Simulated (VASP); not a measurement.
Level of theory: PBEsol GGA with spin-orbit coupling, VASP's PBE PAW potentials (set 64) (plane waves; VASP).

The input files of a VASP run:

**POSCAR**
```
ZnS
1
    0.0000000000     2.6776703000     2.6776703000
    2.6776703000     0.0000000000     2.6776703000
    2.6776703000     2.6776703000     0.0000000000
Zn S
1 1
Direct
  0.0000000000   0.0000000000   0.0000000000
  0.2500000000   0.2500000000   0.2500000000
```

### INCAR
```
ALGO = Normal
EDIFF = 1E-6
ENCUT = 400
GGA = PS
GGA_COMPAT = .FALSE.
ISMEAR = 0
LASPH = .TRUE.
LCHARG = .FALSE.
LMAXMIX = 4
LREAL = .FALSE.
LSORBIT = .TRUE.
LWAVE = .FALSE.
MAGMOM = 6*0
NELM = 100
PREC = Accurate
SIGMA = 0.05
SYSTEM = ZnS
```

### KPOINTS_OPT
```
k-points along high-symmetry lines
8
Line-mode
Reciprocal
  0.000000   0.000000   0.000000 ! GAMMA
 -0.500000  -0.500000   0.000000 ! X

 -0.500000  -0.500000   0.000000 ! X
 -0.375000  -0.375000   0.250000 ! U

 -0.375000   0.000000   0.375000 ! K
  0.000000   0.000000   0.000000 ! GAMMA

  0.000000   0.000000   0.000000 ! GAMMA
  0.000000   0.000000   0.500000 ! L

  0.000000   0.000000   0.500000 ! L
 -0.500000  -0.250000   0.250000 ! W

 -0.500000  -0.250000   0.250000 ! W
 -0.500000  -0.500000   0.000000 ! X
```

KPOINTS:
```
K-points
0
G
8 8 8
0 0 0
```

POTCAR, in this order: Zn S (PBE.64 set). Program: vasp_ncl.

**Question.** Predict the energy per atom (σ→0), band gap (over mesh and band path).

**Answer.** 
The energy per atom (σ→0) comes out as -366.3 kJ/mol-atom and the band gap (over mesh and band path) comes out as 2.07 eV.

### OSZICAR
```
...
DAV:   9    -0.759187487233E+01    0.38039E-03   -0.36725E-03  2940   0.129E+00    0.240E-01
DAV:  10    -0.759191691294E+01   -0.42041E-04   -0.26530E-04  2564   0.203E-01    0.107E-01
DAV:  11    -0.759195847212E+01   -0.41559E-04   -0.30412E-05  2432   0.115E-01    0.386E-02
DAV:  12    -0.759196838774E+01   -0.99156E-05   -0.21758E-05  2378   0.105E-01    0.776E-03
DAV:  13    -0.759196872302E+01   -0.33528E-06   -0.31131E-06  2614   0.232E-02
   1 F= -.75919687E+01 E0= -.75919687E+01  d E =-.423871E-16  mag=    -0.0000     0.0000    -0.0000
       N       E                     dE             ncg
       N       E                     dE             ncg
```

The compound is ZnS in the zinc blende structure. It was relaxed first.
